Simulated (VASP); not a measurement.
All values below come from PBEsol GGA, VASP's PBE PAW potentials (set 64) (plane waves; VASP).

The input files of a VASP run:

### INCAR
```
! general
SYSTEM =Zr3Sn
PREC   =Accurate
ENCUT  =300
LREAL  =F
LASPH  =T

! electronic loop
EDIFF  =1E-6
NELM   =100
ALGO   =Normal
LMAXMIX=4

! smearing
ISMEAR =-1
SIGMA  =0.1

! functional
GGA    =PS

! ions
ISIF   =2

! output
LWAVE  =F
LCHARG =F
```

POSCAR:
```
Zr3Sn
1
    5.6300000000     0.0000000000     0.0000000000
    0.0000000000     5.6300000000     0.0000000000
    0.0000000000     0.0000000000     5.6300000000
Sn Zr
2 6
Direct
  0.0000000000   0.0000000000   0.0000000000
  0.5000000000   0.5000000000   0.5000000000
  0.2500000000   0.0000000000   0.5000000000
  0.5000000000   0.7500000000   0.0000000000
  0.7500000000   0.0000000000   0.5000000000
  0.5000000000   0.2500000000   0.0000000000
  0.0000000000   0.5000000000   0.7500000000
  0.0000000000   0.5000000000   0.2500000000
```

### KPOINTS
```
Automatic mesh
0
Gamma
5 5 5
0 0 0
```

POTCAR, in this order: Sn_d Zr_sv (PBE.64 set). Program: vasp_std.

At this cut-off the stress carries a Pulay error, which pulls relaxed volumes low. Unless said otherwise, spin-orbit coupling is left out, though it shifts the bands of the heavy elements here.

Problem. Estimate the energy per atom (σ→0), pressure, band gap (on the k-mesh).

Solution. 
```yaml
energy per atom (σ→0): -8.285 eV/atom
band gap (on the k-mesh): none (metal, semimetal or under 0.01 eV)
pressure: -3.88 GPa
```

File OSZICAR:
```
...
DAV:   8    -0.664516548806E+02    0.99187E-02   -0.21668E-01  1708   0.207E+00    0.880E-01
DAV:   9    -0.664508745694E+02    0.78031E-03   -0.18652E-02  1696   0.630E-01    0.274E-01
DAV:  10    -0.664507417909E+02    0.13278E-03   -0.27999E-03  1684   0.261E-01    0.369E-02
DAV:  11    -0.664507492453E+02   -0.74545E-05   -0.19849E-04  1976   0.553E-02    0.150E-02
DAV:  12    -0.664507425918E+02    0.66535E-05   -0.79349E-06  1324   0.116E-02    0.638E-03
DAV:  13    -0.664507414043E+02    0.11875E-05   -0.94617E-07   920   0.492E-03    0.235E-03
DAV:  14    -0.664507411457E+02    0.25865E-06   -0.29460E-07   836   0.278E-03
   1 F= -.66450741E+02 E0= -.66279587E+02  d E =-.342309E+00
```

The structure comes from a measured Zr3Sn entry of the Crystallography Open Database, whose conditions weren't checked. The cell was not relaxed at this level. The run is one of a series of settings (GGA = PS, POTCAR Sn_d Zr_sv (PBE.64 set) against the base run), some of them coarse on purpose.
